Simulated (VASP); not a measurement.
OSZICAR of a VASP run on Gd (hcp):

**OSZICAR**
```
       N       E                     dE             d eps       ncg     rms          rms(c)
DAV:   1     0.415338782558E+02    0.41534E+02   -0.89132E+03  1976   0.124E+03
DAV:   2    -0.713090616833E+01   -0.48665E+02   -0.47378E+02  2166   0.245E+02
DAV:   3    -0.899397527805E+01   -0.18631E+01   -0.17445E+01  2674   0.285E+01
DAV:   4    -0.902770243934E+01   -0.33727E-01   -0.33651E-01  2320   0.381E+00
DAV:   5    -0.902864246301E+01   -0.94002E-03   -0.93989E-03  2988   0.491E-01    0.241E+01
DAV:   6    -0.903422444956E+01   -0.55820E-02   -0.19692E-02  2211   0.116E+00    0.144E+01
DAV:   7    -0.904542387257E+01   -0.11199E-01   -0.35556E-02  2186   0.156E+00    0.229E-01
DAV:   8    -0.904511268059E+01    0.31119E-03   -0.21264E-03  2334   0.351E-01    0.623E-02
DAV:   9    -0.904511743282E+01   -0.47522E-05   -0.20036E-04  2477   0.107E-01    0.314E-02
DAV:  10    -0.904511214326E+01    0.52896E-05   -0.27417E-05  2301   0.383E-02    0.337E-02
DAV:  11    -0.904511331605E+01   -0.11728E-05   -0.38311E-06  2281   0.143E-02    0.131E-03
DAV:  12    -0.904511348176E+01   -0.16571E-06   -0.28919E-07  2316   0.385E-03    0.293E-03
DAV:  13    -0.904511343017E+01    0.51590E-07   -0.14971E-08  1303   0.103E-03
   1 F= -.10055401E+02 E0= -.10055715E+02  d E =-.100554E+02
       N       E                     dE             d eps       ncg     rms          rms(c)
DAV:   1    -0.904534494235E+01   -0.23146E-03   -0.83502E-03  2046   0.666E-01    0.562E-02
DAV:   2    -0.904523728605E+01    0.10766E-03   -0.13549E-04  2296   0.953E-02    0.360E-02
DAV:   3    -0.904519022104E+01    0.47065E-04   -0.65388E-05  2551   0.619E-02    0.172E-02
DAV:   4    -0.904519038153E+01   -0.16049E-06   -0.86077E-06  2591   0.211E-02    0.942E-03
DAV:   5    -0.904519032238E+01    0.59148E-07   -0.18056E-07  1847   0.336E-03
   2 F= -.10055471E+02 E0= -.10055726E+02  d E =-.700735E-04
       N       E                     dE             d eps       ncg     rms          rms(c)
DAV:   1    -0.904538879203E+01   -0.19841E-03   -0.91451E-03  2006   0.697E-01    0.588E-02
DAV:   2    -0.904527062770E+01    0.11816E-03   -0.14840E-04  2296   0.997E-02    0.378E-02
DAV:   3    -0.904521924238E+01    0.51385E-04   -0.71156E-05  2529   0.645E-02    0.184E-02
DAV:   4    -0.904521938106E+01   -0.13868E-06   -0.94382E-06  2606   0.221E-02    0.997E-03
DAV:   5    -0.904521931637E+01    0.64687E-07   -0.20817E-07  1926   0.355E-03
   3 F= -.10055493E+02 E0= -.10055686E+02  d E =-.922459E-04
```

**Question.** Which electronic solver shows in the log?

**Answer.** It is blocked Davidson (ALGO = Normal, or the opening steps of other solvers). The INCAR had ALGO = Normal.

**Question.** Can the final energy be trusted as converged?

**Answer.** The run converged. It stopped with EDIFF = 1E-7, NELM = 100, NSW = 30 and EDIFFG = -0.01 after 3 ionic steps (PBE GGA with D3 dispersion (Becke-Johnson damping), plane waves, VASP's PBE PAW potentials (set 64)). The 4f electrons are frozen in the core of the lanthanide potential, so 4f levels, which can set the real gap, and their magnetism are missing.

The compound is Gd in the hcp structure. This cell is one point of a volume scan, at 0.94 of the reference volume. Symmetry was kept, so distortions that lower it aren't found.
